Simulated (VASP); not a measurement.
A convergence study with VASP on Ba (bcc): one setting is varied, all else stays as given below, so the limit is that of these other settings.

```
Ba
1.0
   -2.51000     2.51000     2.51000
    2.51000    -2.51000     2.51000
    2.51000     2.51000    -2.51000
Ba
1
Cartesian
  0.00000   0.00000   0.00000
```

Calculation: PBE GGA, VASP's PBE PAW potentials (set 64) (plane waves; VASP). The tightest run used: 550 eV cut-off, 16×16×16 Monkhorst-Pack mesh, first-order Methfessel-Paxton smearing of 0.10 eV, potentials Ba_sv.

```tsv
setting	E (eV/atom)	pressure (GPa)	irreducible k-points
1×1×1 mesh	-4.8128	5.14	1
2×2×2 mesh	-1.5164	3.87	2
3×3×3 mesh	-1.7978	-0.69	4
4×4×4 mesh	-1.9226	-0.17	6
```

### Question
These are the cheaper rows. Estimate the results at 16×16×16 mesh, and how far the last row shown lies from them.

### Answer

```json
[
 {"quantity": "E (eV/atom)", "tightest run": "-1.9080", "last row shown is off by": "-0.0146"},
 {"quantity": "pressure (GPa)", "tightest run": "0.05", "last row shown is off by": "-0.22"}
]
```

Left out are rungs that failed or repeat a setting and relaxations that didn't move; long series are thinned to 24 rows.

The compound is Ba in the bcc structure. The cell was not relaxed at this level.
